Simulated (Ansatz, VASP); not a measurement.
# BeGa2 in two plane-wave programs

Wanted: the spread between two codes on one cell, functional and k mesh. The cell is generated by rule, not measured, and may not be a known phase. The cell is taken from a series of runs on this material, whose earlier steps may have relaxed, scaled, displaced or heated it; both programs get it as it stands.

Main program and level: Ansatz 0.2.0; plane waves, with VASP 6.6.1 beside it; zone-centre phonons at LDA.

The structure was built from a prototype and need not be the compound's stable phase.

## (1) The structure

It takes space group P6/mmm (No. 191, hexagonal). The conventional cell has a = 4.409 Å, b = 4.409 Å, c = 2.556 Å, α = 90.00°, β = 90.00°, γ = 120.00°. Be has 2 Be at 2.56 Å and 12 Ga at 2.85 Å nearest. Ga has 5 Ga at 2.55 to 2.56 Å and 6 Be at 2.85 Å nearest. Farther neighbours are not listed.

## (2) VASP: zone-centre phonons, LDA

Second derivatives magnify differences that forces hide, and they need a tight electronic threshold.

Lines of VASP's logs that name or quote its potential files are left out, and so is its time.

Input file INCAR:

```
SYSTEM = BeGa2
PREC = Accurate
ENCUT = 600
EDIFF = 1E-08
NELM = 120
ISMEAR = 1
SIGMA = 0.2
LREAL = .FALSE.
ALGO = Normal
GGA = CA
NBANDS = 20
LORBIT = 11
LWAVE = .FALSE.
LCHARG = .FALSE.
ISIF = 2
IBRION = 8
LASPH = .TRUE.
GGA_COMPAT = .FALSE.
KPAR = 2
```

Input file POSCAR:

```
BeGa2
1.0
    4.4085804018     -0.0000037500      0.0000000000
   -2.2042869533      3.8179444975      0.0000000000
    0.0000000000      0.0000000000      2.5559013397
Be Ga
1 2
Direct
    0.0000000000      0.0000000000      0.0000000000
    0.3333333333      0.6666666667      0.5000000000
    0.6666666667      0.3333333333      0.5000000000
```

Input file KPOINTS:

```
Automatic mesh
0
Gamma
12 12 16
0 0 0
```

Potentials, in the order of the species: Be and Ga_d (LDA family, release 64).

Started as:

```sh
$ mpirun -np 2 vasp_std
```

Output:

```text
[banner, memory and clock lines left out]
running    2 mpi-ranks, on    1 nodes
 distrk:  each k-point on    1 cores,    2 groups
 distr:  one band on    1 cores,    1 groups

 POSCAR found type information on POSCAR BeGa
 POSCAR found :  2 types and       3 ions
 LDA part: xc-table for (Slater(with rela. corr.)+CA(PZ))
 , standard interpolation
 POSCAR, INCAR and KPOINTS ok, starting setup
 FFT: planning ... GRIDC
 FFT: planning ... GRID_SOFT
 FFT: planning ... GRID
 WAVECAR not read
 entering main loop
       N       E                     dE             d eps       ncg     rms          rms(c)
DAV:   1     0.149683212623E+03    0.14968E+03   -0.15663E+04  7072   0.277E+03
DAV:   2     0.299416726130E+01   -0.14669E+03   -0.14287E+03  7016   0.428E+02
DAV:   3    -0.100314528668E+02   -0.13026E+02   -0.12803E+02  7768   0.105E+02
DAV:   4    -0.102745690256E+02   -0.24312E+00   -0.24204E+00  8236   0.151E+01
DAV:   5    -0.102783926459E+02   -0.38236E-02   -0.38220E-02  7820   0.188E+00    0.184E+00
DAV:   6    -0.101871197568E+02    0.91273E-01   -0.17918E-01  9228   0.745E+00    0.904E-01
DAV:   7    -0.101659468380E+02    0.21173E-01   -0.21545E-02  9776   0.194E+00    0.280E-01
DAV:   8    -0.101629296829E+02    0.30172E-02   -0.26616E-03  8240   0.685E-01    0.196E-02
DAV:   9    -0.101629168111E+02    0.12872E-04   -0.10683E-04  9036   0.911E-02    0.689E-03
DAV:  10    -0.101629158850E+02    0.92609E-06   -0.73776E-06  8508   0.408E-02    0.389E-03
DAV:  11    -0.101629156768E+02    0.20822E-06   -0.93269E-07  9848   0.647E-03    0.422E-04
DAV:  12    -0.101629156742E+02    0.25584E-08   -0.64741E-08  6480   0.190E-03
   1 F= -.10162916E+02 E0= -.10163223E+02  d E =0.922449E-03
 Linear response reoptimize wavefunctions to high precision
DAV:   1    -0.101629156743E+02   -0.10914E-10   -0.71628E-09  7744   0.119E-03
DAV:   2    -0.101629156743E+02   -0.45475E-10   -0.32907E-10  4672   0.178E-04
 Linear response DOF=           4
 Linear response progress:
  Degree of freedom:   1/  4
       N       E                     dE             d eps       ncg     rms          rms(c)
RMM:   1    -0.964012617506E-02   -0.96401E-02    0.34267E-03 29896   0.580E-01
RMM:   2    -0.848107424972E-02    0.11591E-02   -0.79153E-04 25007   0.163E-01    0.370E-02
RMM:   3    -0.847874712290E-02    0.23271E-05   -0.10424E-04 27231   0.608E-02    0.172E-02
RMM:   4    -0.853344438508E-02   -0.54697E-04   -0.36971E-05 28759   0.283E-02    0.412E-03
RMM:   5    -0.853287249364E-02    0.57189E-06   -0.15865E-06 29312   0.804E-03    0.416E-04
RMM:   6    -0.853210111228E-02    0.77138E-06   -0.15104E-07 29878   0.222E-03    0.255E-04
RMM:   7    -0.853075748707E-02    0.13436E-05   -0.48030E-08 29394   0.813E-04    0.591E-05
RMM:   8    -0.853086768452E-02   -0.11020E-06   -0.26748E-08 29192   0.356E-04    0.146E-05
RMM:   9    -0.853085698470E-02    0.10700E-07   -0.25449E-08 29225   0.124E-04    0.353E-06
RMM:  10    -0.853085274249E-02    0.42422E-08   -0.28739E-08 30179   0.534E-05    0.506E-07
 first order change of Fermi-energy  -0.53235E-04
 force on displaced ion       1 direction 1 :   0.094  -0.000   0.000
 Linear response progress:
  Degree of freedom:   2/  4
       N       E                     dE             d eps       ncg     rms          rms(c)
RMM:   1    -0.545905249541E-02   -0.54591E-02   -0.28581E-03 11675   0.215E-01
RMM:   2    -0.531452070394E-02    0.14453E-03   -0.72458E-05 11212   0.446E-02    0.158E-02
RMM:   3    -0.531036450464E-02    0.41562E-05   -0.50208E-06 12703   0.145E-02    0.924E-03
RMM:   4    -0.530858914252E-02    0.17754E-05   -0.27907E-06 12508   0.105E-02    0.137E-03
RMM:   5    -0.530633506992E-02    0.22541E-05   -0.13283E-07 12565   0.254E-03    0.903E-05
RMM:   6    -0.530614721619E-02    0.18785E-06   -0.97952E-09 13081   0.613E-04    0.408E-05
RMM:   7    -0.530605935265E-02    0.87864E-07   -0.14879E-09 12977   0.205E-04    0.206E-05
RMM:   8    -0.530608213309E-02   -0.22780E-07   -0.66663E-10 12631   0.818E-05    0.179E-06
RMM:   9    -0.530608064568E-02    0.14874E-08   -0.49472E-10 13199   0.336E-05    0.790E-07
 first order change of Fermi-energy   0.58847E-04
 force on displaced ion       1 direction 3 :  -0.000   0.000   0.050
 Linear response progress:
  Degree of freedom:   3/  4
       N       E                     dE             d eps       ncg     rms          rms(c)
RMM:   1    -0.173046309291E+00   -0.17305E+00    0.94512E-02 33999   0.710E+00
RMM:   2    -0.172705488536E+00    0.34082E-03   -0.39072E-02 49372   0.147E+00    0.436E-02
RMM:   3    -0.172428700775E+00    0.27679E-03   -0.33212E-03 51136   0.473E-01    0.267E-02
RMM:   4    -0.172542843154E+00   -0.11414E-03   -0.81393E-04 52349   0.182E-01    0.512E-03
RMM:   5    -0.172529388535E+00    0.13455E-04   -0.16742E-04 53131   0.652E-02    0.284E-03
RMM:   6    -0.172514952289E+00    0.14436E-04   -0.18500E-05 53673   0.261E-02    0.613E-04
RMM:   7    -0.172516800746E+00   -0.18485E-05    0.33544E-06 54033   0.111E-02    0.412E-04
RMM:   8    -0.172515725274E+00    0.10755E-05    0.98096E-06 53750   0.487E-03    0.935E-05
RMM:   9    -0.172516470184E+00   -0.74491E-06    0.59047E-06 54247   0.231E-03    0.183E-05
RMM:  10    -0.172516496643E+00   -0.26459E-07    0.51269E-06 54145   0.114E-03    0.141E-05
RMM:  11    -0.172516841648E+00   -0.34501E-06    0.23333E-06 54295   0.605E-04    0.579E-06
RMM:  12    -0.172516935871E+00   -0.94222E-07    0.15079E-06 54120   0.350E-04    0.557E-06
RMM:  13    -0.172517026339E+00   -0.90468E-07    0.67792E-07 54739   0.226E-04    0.650E-06
RMM:  14    -0.172517031079E+00   -0.47399E-08    0.50525E-07 53485   0.165E-04    0.860E-06
RMM:  15    -0.172517074118E+00   -0.43039E-07    0.29531E-07 53404   0.133E-04    0.725E-06
RMM:  16    -0.172517092328E+00   -0.18209E-07    0.21833E-07 55005   0.116E-04    0.674E-06
RMM:  17    -0.172517092324E+00    0.41109E-11    0.18720E-07 48608   0.107E-04    0.721E-06
RMM:  18    -0.172517152602E+00   -0.60278E-07    0.16007E-07 53370   0.108E-04    0.242E-06
RMM:  19    -0.172517163198E+00   -0.10596E-07    0.11511E-07 57103   0.102E-04    0.178E-06
RMM:  20    -0.172517157391E+00    0.58064E-08    0.10319E-07 53511   0.993E-05    0.228E-06
RMM:  21    -0.172517166307E+00   -0.89156E-08    0.79274E-08 54199   0.984E-05    0.179E-06
 first order change of Fermi-energy  -0.13805E-05
 force on displaced ion       2 direction 1 :  -4.855  -0.002   0.000
 Linear response progress:
  Degree of freedom:   4/  4
       N       E                     dE             d eps       ncg     rms          rms(c)
RMM:   1    -0.156611328357E+00   -0.15661E+00    0.12107E-01 13143   0.692E+00
RMM:   2    -0.155926137950E+00    0.68519E-03   -0.17756E-02 17813   0.120E+00    0.429E-02
RMM:   3    -0.156082451900E+00   -0.15631E-03   -0.34737E-03 19098   0.433E-01    0.233E-02
RMM:   4    -0.155945184613E+00    0.13727E-03   -0.57380E-04 19435   0.148E-01    0.536E-03
RMM:   5    -0.155949936926E+00   -0.47523E-05   -0.34167E-05 20252   0.437E-02    0.180E-03
RMM:   6    -0.155956620497E+00   -0.66836E-05   -0.45846E-06 20213   0.160E-02    0.598E-04
RMM:   7    -0.155960077172E+00   -0.34567E-05   -0.11604E-06 20344   0.648E-03    0.953E-05
RMM:   8    -0.155959014702E+00    0.10625E-05   -0.26073E-07 20169   0.274E-03    0.419E-05
RMM:   9    -0.155959095541E+00   -0.80839E-07   -0.10774E-07 20404   0.127E-03    0.348E-05
RMM:  10    -0.155959278016E+00   -0.18248E-06   -0.30067E-08 20191   0.617E-04    0.425E-06
RMM:  11    -0.155959270941E+00    0.70749E-08   -0.15593E-08 20691   0.335E-04    0.323E-06
 first order change of Fermi-energy  -0.51083E-04
 force on displaced ion       2 direction 3 :  -0.000   0.000  -0.071
 Linear response finished
```

From OUTCAR (step 2):

```text
ion  position               nearest neighbor table
   1  0.000  0.000  0.000-
   2  0.333  0.667  0.500-   3 2.55   3 2.55   3 2.55
   3  0.667  0.333  0.500-   2 2.55   2 2.55   2 2.55

  LATTYP: Found a hexagonal cell.
 ALAT       =     4.4085804018
 C/A-ratio  =     0.5797560908

 Subroutine GETGRP returns: Found 24 space group operations
 (whereof 24 operations were pure point group operations)

The static configuration has the point symmetry D_6h.

 Found    171 irreducible k-points:

   k-points           NKPTS =    171   k-points in BZ     NKDIM =    171   number of bands    NBANDS=     20

   dimension x,y,z NGX =    36 NGY =   36 NGZ =   20
   dimension x,y,z NGXF=    72 NGYF=   72 NGZF=   40

   ENCUT  =  600.0 eV  44.10 Ry    6.64 a.u.   8.81  8.81  5.10*2*pi/ulx,y,z

   NELECT =      28.0000    total number of electrons

 k-points in reciprocal lattice and weights: Automatic mesh
   0.00000000  0.00000000  0.00000000       0.000
   0.08333333 -0.00000000  0.00000000       0.003
   0.16666667 -0.00000000  0.00000000       0.003
   0.25000000  0.00000000  0.00000000       0.003
   0.33333333 -0.00000000  0.00000000       0.003
   0.41666667  0.00000000  0.00000000       0.003
   0.50000000  0.00000000  0.00000000       0.001
   0.08333333  0.08333333  0.00000000       0.003
   0.16666667  0.08333333  0.00000000       0.005
[...]
0.33333333  0.25000000  0.50000000       0.005
   0.33333333  0.33333333  0.50000000       0.001

 average (electrostatic) potential at core
       1 -31.9159       2 -65.1264       3 -65.1264

  Total        0.0835276      0.0835276      0.0877370      0.0000000      0.0000000     -0.0000000
  in kB        3.1107725      3.1107725      3.2675426      0.0000000      0.0000000     -0.0000000
  external PRESSURE =       3.1630292 kB  Pullay stress =       0.0000000 kB

  energy-cutoff  :      600.00
  volume of cell :       43.02
      direct lattice vectors                 reciprocal lattice vectors
     4.408580402 -0.000003750  0.000000000     0.226830499  0.130960392  0.000000000
    -2.204286953  3.817944498  0.000000000     0.000000223  0.261921170  0.000000000
     0.000000000  0.000000000  2.555901340     0.000000000  0.000000000  0.391251409

 POSITION                                       TOTAL-FORCE (eV/Angst)
 -----------------------------------------------------------------------------------
      0.00000      0.00000      0.00000        -0.000000      0.000000     -0.000000
      0.00000      2.54530      1.27795         0.000000      0.000000      0.000000
      2.20429      1.27265      1.27795        -0.000000     -0.000000     -0.000000
 -----------------------------------------------------------------------------------
    total drift:                                0.000000      0.000000     -0.000000

 Eigenvectors and eigenvalues of the dynamical matrix
 ----------------------------------------------------

   1 f  =    5.845181 THz    36.726357 2PiTHz  194.974261 cm-1    24.173717 meV
             X         Y         Z           dx          dy          dz
      0.000000  0.000000  0.000000     0.000000    0.000000   -0.000000
      0.000002  2.545295  1.277951    -0.706833   -0.019674   -0.000000
      2.204291  1.272646  1.277951     0.706833    0.019674    0.000000

   2 f  =    5.845181 THz    36.726357 2PiTHz  194.974261 cm-1    24.173717 meV
             X         Y         Z           dx          dy          dz
      0.000000  0.000000  0.000000     0.000000    0.000000    0.000000
      0.000002  2.545295  1.277951     0.019674   -0.706833   -0.000000
      2.204291  1.272646  1.277951    -0.019674    0.706833   -0.000000

   3 f  =    0.712529 THz     4.476954 2PiTHz   23.767421 cm-1     2.946783 meV
             X         Y         Z           dx          dy          dz
      0.000000  0.000000  0.000000     0.000000   -0.000000    0.000000
      0.000002  2.545295  1.277951     0.000000   -0.000000   -0.707107
      2.204291  1.272646  1.277951     0.000000   -0.000000    0.707107

   4 f  =    0.126740 THz     0.796329 2PiTHz    4.227582 cm-1     0.524153 meV
             X         Y         Z           dx          dy          dz
      0.000000  0.000000  0.000000     0.000000   -0.000000   -0.140664
      0.000002  2.545295  1.277951     0.000000   -0.000000   -0.700076
      2.204291  1.272646  1.277951     0.000000   -0.000000   -0.700076

   5 f  =    0.041153 THz     0.258570 2PiTHz    1.372707 cm-1     0.170194 meV
             X         Y         Z           dx          dy          dz
      0.000000  0.000000  0.000000     0.222014   -0.002104    0.000000
      0.000002  2.545295  1.277951     0.689427   -0.006535    0.000000
      2.204291  1.272646  1.277951     0.689427   -0.006535    0.000000

   6 f  =    0.041153 THz     0.258570 2PiTHz    1.372707 cm-1     0.170194 meV
             X         Y         Z           dx          dy          dz
      0.000000  0.000000  0.000000     0.002104    0.222014   -0.000000
      0.000002  2.545295  1.277951     0.006535    0.689427   -0.000000
      2.204291  1.272646  1.277951     0.006535    0.689427   -0.000000

   7 f/i=    1.170849 THz     7.356663 2PiTHz   39.055328 cm-1     4.842241 meV
             X         Y         Z           dx          dy          dz
      0.000000  0.000000  0.000000     0.000000   -0.000000    0.990057
      0.000002  2.545295  1.277951     0.000000   -0.000000   -0.099465
      2.204291  1.272646  1.277951     0.000000   -0.000000   -0.099465

   8 f/i=    1.641252 THz    10.312291 2PiTHz   54.746276 cm-1     6.787670 meV
             X         Y         Z           dx          dy          dz
      0.000000  0.000000  0.000000    -0.027115    0.974664    0.000000
      0.000002  2.545295  1.277951     0.004366   -0.156934    0.000000
      2.204291  1.272646  1.277951     0.004366   -0.156934    0.000000

   9 f/i=    1.641252 THz    10.312291 2PiTHz   54.746276 cm-1     6.787670 meV
             X         Y         Z           dx          dy          dz
      0.000000  0.000000  0.000000     0.974664    0.027115   -0.000000
      0.000002  2.545295  1.277951    -0.156934   -0.004366   -0.000000
      2.204291  1.272646  1.277951    -0.156934   -0.004366    0.000000

 ELASTIC MODULI CONTR FROM IONIC RELAXATION (kBar)
 Direction    XX          YY          ZZ          XY          YZ          ZX
 --------------------------------------------------------------------------------
 XX        -379.6025    379.6025      0.0000     -0.0000      0.0000     -0.0000
 YY         379.6025   -379.6025     -0.0000     -0.0000     -0.0000      0.0000
 ZZ           0.0000     -0.0000     -0.0000      0.0000     -0.0000      0.0000
 XY          -0.0000     -0.0000      0.0000   -379.6025      0.0000     -0.0000
 YZ           0.0000     -0.0000     -0.0000      0.0000     -0.0000      0.0000
 ZX          -0.0000      0.0000      0.0000     -0.0000      0.0000     -0.0000
 --------------------------------------------------------------------------------
```

[end of part 1 of 2]

[Lines on the potential files, build, host, timing and source positions are cut from VASP's logs without a mark.]

[Logs are printed without paths, hosts, clocks, repeated set-up lines and the standing remarks that a program may print on its own settings, such as how far it seeks lower states.]

[Hosts, paths, dates, database ids (printed as entryN), source tags and the programs' standing remarks are cut or masked in the printed files.]
